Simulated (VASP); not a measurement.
Input:

```yaml
crystal:
  lattice:
    - [-1.62929, 1.62929, 4.07227]
    - [1.62929, -1.62929, 4.07227]
    - [1.62929, 1.62929, -4.07227]
  atoms:
    - { symbol: Ta, position: [0.00000, 0.00000, 0.00000] }
    - { symbol: Si, position: [0.33168, 0.33168, 0.00000] }
    - { symbol: Si, position: [0.66832, 0.66832, 0.00000] }
```

Level of theory: PBEsol GGA with spin-orbit coupling, VASP's PBE PAW potentials (set 64) (plane waves; VASP). Numerical set-up: 400 eV cut-off, 12×12×12 Γ-centred mesh, Gaussian smearing of 0.050 eV, potentials Ta_pv Si.

Question: Give the energies of bands 11 to 24 at the high-symmetry points, in eV from the Fermi level.

Answer: 
```json
[
 {"band": "11", "Γ": "-3.23", "X": "-4.92", "P": "-5.44", "N": "-4.47", "M": "-2.25", "S": "-6.39", "R": "-4.75"},
 {"band": "12", "Γ": "-3.23", "X": "-4.92", "P": "-5.44", "N": "-4.47", "M": "-2.25", "S": "-6.39", "R": "-4.75"},
 {"band": "13", "Γ": "-1.74", "X": "-4.70", "P": "-5.36", "N": "-3.72", "M": "-1.26", "S": "-1.59", "R": "-3.92"},
 {"band": "14", "Γ": "-1.74", "X": "-4.70", "P": "-5.36", "N": "-3.72", "M": "-1.26", "S": "-1.59", "R": "-3.92"},
 {"band": "15", "Γ": "-1.60", "X": "-3.80", "P": "-2.16", "N": "-1.41", "M": "0.00", "S": "-1.48", "R": "-3.19"},
 {"band": "16", "Γ": "-1.60", "X": "-3.80", "P": "-2.16", "N": "-1.41", "M": "0.00", "S": "-1.48", "R": "-3.19"},
 {"band": "17", "Γ": "-1.46", "X": "-1.98", "P": "-1.28", "N": "-1.15", "M": "0.22", "S": "-1.08", "R": "-1.84"},
 {"band": "18", "Γ": "-1.46", "X": "-1.98", "P": "-1.28", "N": "-1.15", "M": "0.22", "S": "-1.08", "R": "-1.84"},
 {"band": "19", "Γ": "2.59", "X": "-0.49", "P": "-1.00", "N": "1.24", "M": "0.94", "S": "1.33", "R": "-0.93"},
 {"band": "20", "Γ": "2.59", "X": "-0.49", "P": "-1.00", "N": "1.24", "M": "0.94", "S": "1.33", "R": "-0.93"},
 {"band": "21", "Γ": "3.24", "X": "3.09", "P": "0.73", "N": "3.48", "M": "1.13", "S": "2.91", "R": "2.49"},
 {"band": "22", "Γ": "3.24", "X": "3.09", "P": "0.73", "N": "3.48", "M": "1.13", "S": "2.91", "R": "2.49"},
 {"band": "23", "Γ": "3.76", "X": "4.64", "P": "4.88", "N": "4.45", "M": "2.80", "S": "4.17", "R": "3.79"},
 {"band": "24", "Γ": "3.76", "X": "4.64", "P": "4.88", "N": "4.45", "M": "2.80", "S": "4.17", "R": "3.79"}
]
```

It has no gap at this level: it comes out as a metal or semimetal.

The structure was generated: TaSi2 was put into the MoSi2 type (I4/mmm), which need not be its known phase. It was relaxed first.
